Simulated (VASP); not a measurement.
These are PBEsol GGA, VASP's PBE PAW potentials (set 64) (plane waves; VASP 6.6.1) values and carry that method's errors.

A VASP calculation is set up with these files.

POSCAR:
```
Sn
1
   -2.9135293563     2.9135293563     1.5798928023
    2.9135293563    -2.9135293563     1.5798928023
    2.9135293563     2.9135293563    -1.5798928023
Sn
2
Direct
  0.2500000000   0.7500000000   0.5000000000
  0.0000000000   0.0000000000   0.0000000000
```

File KPOINTS:
```
Automatic mesh
0
Gamma
15 15 15
0 0 0
```

### INCAR
```
SYSTEM=Sn
PREC=Accurate; ENCUT=520; LREAL=.FALSE.
LASPH=.TRUE.
EDIFF=1E-7; NELM=100; ALGO=Normal
LMAXMIX=4
ISMEAR=-5
GGA=PS
ISIF=2
LWAVE=.FALSE.; LCHARG=.TRUE.; LORBIT=11
NEDOS=601
```

POTCAR, in this order: Sn_d (PBE.64 set). Program: vasp_std.

Q: What will the output report for the number of irreducible k-points (NKPTS), largest plane-wave count, number of space-group operations, FFT grid (NGX, NGY, NGZ)?

A: 
```json
{
  "number of irreducible k-points (NKPTS)": "288",
  "largest_plane_wave_count": "1464",
  "number_of_space_group_operations": "16",
  "FFT grid (NGX, NGY, NGZ)": "36 × 36 × 36"
}
```

The compound is Sn in the beta structure. It was relaxed first.
